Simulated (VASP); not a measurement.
A cell of Au (fcc) near equilibrium:

```yaml
crystal:
  lattice:
    - [0.00000, 2.07727, 2.07727]
    - [2.07727, 0.00000, 2.07727]
    - [2.07727, 2.07727, 0.00000]
  atoms:
    - { symbol: Au, position: [0.00000, 0.00000, 0.00000] }
```

These are PBE GGA, VASP's PBE PAW potentials (set 64) (plane waves; VASP) values and carry that method's errors.

```csv
run,ΔE (meV/atom),σxx,σyy,σzz,"largest shear component, with its sign (GPa)",largest force (eV/Å)
as it is,0.0,0.01,0.01,0.01,0.00,0.000
after one change,32.3,10.33,10.33,10.33,0.00,0.000
```
Stress is in GPa, positive when the cell is compressed.

Question: Name the change that produced these shifts.
(A) biaxial strain of -0.5 % in the xy plane
(B) isotropic strain of -2.0 %
(C) biaxial strain of +2.0 % in the xy plane
(D) uniaxial strain of +0.5 % along y

Answer: B, isotropic strain of -2.0 %

The compound is Au in the fcc structure.
